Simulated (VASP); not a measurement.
```
CELL_PARAMETERS angstrom
     -1.71410     1.71410     1.71410
      1.71410    -1.71410     1.71410
      1.71410     1.71410    -1.71410
ATOMIC_POSITIONS crystal
  Li 0.00000 0.00000 0.00000
```

Computed with PBE GGA, VASP's PBE PAW potentials (set 64) (plane waves; VASP 6.6.1). Settings: 600 eV cut-off, 14×14×14 Γ-centred mesh, first-order Methfessel-Paxton smearing of 0.10 eV, potentials Li_sv.

Energy and stress use the plane-wave basis of the starting cell.

Task: The ions, cell shape and volume at an external pressure of 2.0 GPa are relaxed. What does this cell relax into?

Result: 
```
CELL_PARAMETERS angstrom
     -1.64542     1.64542     1.64542
      1.64542    -1.64542     1.64542
      1.64542     1.64542    -1.64542
ATOMIC_POSITIONS crystal
  Li 0.00000 0.00000 0.00000
```
Space group Im-3m (229), at a tolerance of 0.03 Å.

Task: How do energy and volume change from the first to the last step?

Result: The energy (σ→0) changes by +13.3 meV/atom and the volume by -11.5 %, in 4 ionic steps.

```csv
step,E(σ→0) (eV),max force (eV/Å),pressure (GPa),volume (Å³)
1,-1.9022,0.000,-0.01,20.14
2,-1.9011,0.000,0.51,19.42
3,-1.8922,0.000,1.71,18.10
4,-1.8889,0.000,2.02,17.82
```

The compound is Li in the bcc structure. This run relaxes it under an external pressure of 2 GPa. Symmetry was kept, so distortions that lower it aren't found.
